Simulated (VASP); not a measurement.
**ZnIr2O4: equilibrium volume by level of theory**

```
CELL_PARAMETERS angstrom
0.00000 4.37468 4.37468
4.37468 0.00000 4.37468
4.37468 4.37468 0.00000
ATOMIC_POSITIONS crystal
Zn 0.75000 0.75000 0.75000
Zn 0.50000 0.50000 0.50000
Ir 0.12500 0.12500 0.62500
Ir 0.12500 0.62500 0.12500
Ir 0.62500 0.12500 0.12500
Ir 0.12500 0.12500 0.12500
O 0.36356 0.36356 0.90931
O 0.36356 0.90931 0.36356
O 0.90931 0.36356 0.36356
O 0.36356 0.36356 0.36356
O 0.88644 0.88644 0.34069
O 0.88644 0.34069 0.88644
O 0.34069 0.88644 0.88644
O 0.88644 0.88644 0.88644
```

The cell comes from a database or a generator and needn't be the stable form of this composition.

```csv
rung,level,program and potentials,cutoff (eV),k mesh,smearing,equilibrium volume (Å³/atom),notes
LDA,LDA,"VASP, LDA PAW files Ir, O, Zn, 600 eV",600,6 × 6 × 6,gaussian 0.03,11.17,-
GGA,PBE,"VASP, PBE PAW files Ir, O, Zn, 600 eV",600,6 × 6 × 6,gaussian 0.03,11.94,-
GGA + dispersion,PBE+D3(BJ),"VASP, PBE PAW files Ir, O, Zn, 600 eV",600,6 × 6 × 6,gaussian 0.03,11.69,-
GGA,PBEsol,"VASP, PBE PAW files Ir, O, Zn, 600 eV",600,6 × 6 × 6,gaussian 0.03,11.47,potentials made for PBE
```

Task: relaxation of cell and atoms. All rows: no spin polarisation. Smearing widths are in eV. Meshes are those of the run's cell of 14 atoms unless a note names another. Relaxations start from the cell shown or near it and stop with a little pressure left. Runs on faulty files, with rough fits or with known faults for this quantity aren't shown. No row holds spin-orbit coupling.

By rung: LDA 11.17; GGA 11.47 to 11.94; GGA + dispersion 11.69 (Å³/atom).
